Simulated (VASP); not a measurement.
These are PBEsol GGA, VASP's PBE PAW potentials (set 64) (plane waves; VASP) values and carry that method's errors.

Input for VASP

File KPOINTS:
```
K-points
0
Gamma
  8 8 8
0 0 0
```

### INCAR
```
! general
SYSTEM =YSe
PREC   =Accurate
ENCUT  =300   ! plane-wave cut-off (eV)
LREAL  =F
LASPH  =T   ! aspherical one-centre terms

! electronic loop
EDIFF  =1E-6   ! SCF stop (eV)
NELM   =100
ALGO   =Normal
LMAXMIX=4

! smearing
ISMEAR =0
SIGMA  =0.2

! functional
GGA    =PS

! ions
ISIF   =2   ! forces and stress, cell fixed

! output
LWAVE  =F
LCHARG =F
```

File POSCAR:
```
YSe
1
    0.0000000000     2.8783850000     2.8783850000
    2.8783850000     0.0000000000     2.8783850000
    2.8783850000     2.8783850000     0.0000000000
Y Se
1 1
Direct
  0.5000000000   0.5000000000   0.5000000000
  0.0000000000   0.0000000000   0.0000000000
```

POTCAR, in this order: Y_sv Se (PBE.64 set). Program: vasp_std.

Output of the run:

OUTCAR:
```
 ion  position               nearest neighbor table
   1  0.500  0.500  0.500-   2 2.88   2 2.88   2 2.88   2 2.88   2 2.88   2 2.88
   2  0.000  0.000  0.000-   1 2.88   1 2.88   1 2.88   1 2.88   1 2.88   1 2.88
  LATTYP: Found a face centered cubic cell.
 ALAT       =     5.7567700000
 Subroutine PRICEL returns:
 Original cell was already a primitive cell.
 Subroutine GETGRP returns: Found 48 space group operations
The static configuration has the point symmetry O_h .
The dynamic configuration has the point symmetry O_h .
 Subroutine INISYM returns: Found 48 space group operations
 Subroutine IBZKPT returns following result:
 Found     29 irreducible k-points:

 Following reciprocal coordinates:
            Coordinates               Weight
  0.000000  0.000000  0.000000      1.000000
  0.125000  0.000000  0.000000      8.000000
  0.250000  0.000000  0.000000      8.000000
  0.375000  0.000000  0.000000      8.000000
  0.500000  0.000000  0.000000      4.000000
  0.125000  0.125000  0.000000      6.000000
  0.250000  0.125000  0.000000     24.000000
  0.375000  0.125000  0.000000     24.000000
  0.500000  0.125000  0.000000     24.000000
...
```

OSZICAR:
```
       N       E                     dE             d eps       ncg     rms          rms(c)
DAV:   1     0.380951292757E+02    0.38095E+02   -0.61791E+03   712   0.857E+02
DAV:   2    -0.119445789503E+02   -0.50040E+02   -0.47907E+02   904   0.187E+02
DAV:   3    -0.149853331731E+02   -0.30408E+01   -0.30215E+01  1200   0.355E+01
DAV:   4    -0.150274003717E+02   -0.42067E-01   -0.42008E-01   900   0.402E+00
DAV:   5    -0.150284674638E+02   -0.10671E-02   -0.10637E-02   956   0.446E-01    0.238E+01
DAV:   6    -0.144480760072E+02    0.58039E+00   -0.12611E+00   820   0.685E+00    0.170E+01
DAV:   7    -0.143932674069E+02    0.54809E-01   -0.74804E-01  1080   0.532E+00    0.469E+00
DAV:   8    -0.143768510869E+02    0.16416E-01   -0.16020E-01   804   0.259E+00    0.383E-01
DAV:   9    -0.143756767901E+02    0.11743E-02   -0.12441E-02   860   0.727E-01    0.118E-01
DAV:  10    -0.143756526309E+02    0.24159E-04   -0.55372E-04   892   0.195E-01    0.125E-01
DAV:  11    -0.143756601073E+02   -0.74764E-05   -0.57035E-05   932   0.614E-02    0.479E-02
DAV:  12    -0.143756577697E+02    0.23376E-05   -0.64598E-06   828   0.200E-02    0.128E-02
DAV:  13    -0.143756574089E+02    0.36081E-06   -0.33007E-07   544   0.546E-03
   1 F= -.14375657E+02 E0= -.14362468E+02  d E =-.263796E-01
```

### OUTCAR
```
------------------------ aborting loop because EDIFF is reached ----------------------------------------
  FORCE on cell =-STRESS in cart. coord.  units (eV):
  Direction    XX          YY          ZZ          XY          YZ          ZX
  --------------------------------------------------------------------------------------
  Total       -0.8125838     -0.8125838     -0.8125838      0.0000000      0.0000000     -0.0000000
  in kB      -27.2961943    -27.2961943    -27.2961943      0.0000000      0.0000000     -0.0000000
  external PRESSURE =     -27.2961943 kB  Pullay stress =       0.0000000 kB
  volume of cell :       47.70
      direct lattice vectors                 reciprocal lattice vectors
     0.000000000  2.878385000  2.878385000    -0.173708521  0.173708521  0.173708521
     2.878385000  0.000000000  2.878385000     0.173708521 -0.173708521  0.173708521
     2.878385000  2.878385000  0.000000000     0.173708521  0.173708521 -0.173708521
 POSITION                                       TOTAL-FORCE (eV/Angst)
 -----------------------------------------------------------------------------------
      2.87839      2.87839      2.87839         0.000000     -0.000000      0.000000
      0.00000      0.00000      0.00000        -0.000000      0.000000     -0.000000
 -----------------------------------------------------------------------------------
    total drift:                                0.000000     -0.000000      0.000000
  FREE ENERGIE OF THE ION-ELECTRON SYSTEM (eV)
  ---------------------------------------------------
  free  energy   TOTEN  =       -14.3756574089 eV

  energy  without entropy=      -14.3492777985  energy(sigma->0) =      -14.36246760
```
(Selected blocks of OUTCAR.)

At this cut-off the stress carries a Pulay error, which pulls relaxed volumes low.

The structure comes from a computed database's YSe entry (Fm-3m); how it stands against other phases isn't given here. The cell was not relaxed at this level. The electron count is odd and the run is not spin-polarised, which forces a metal.
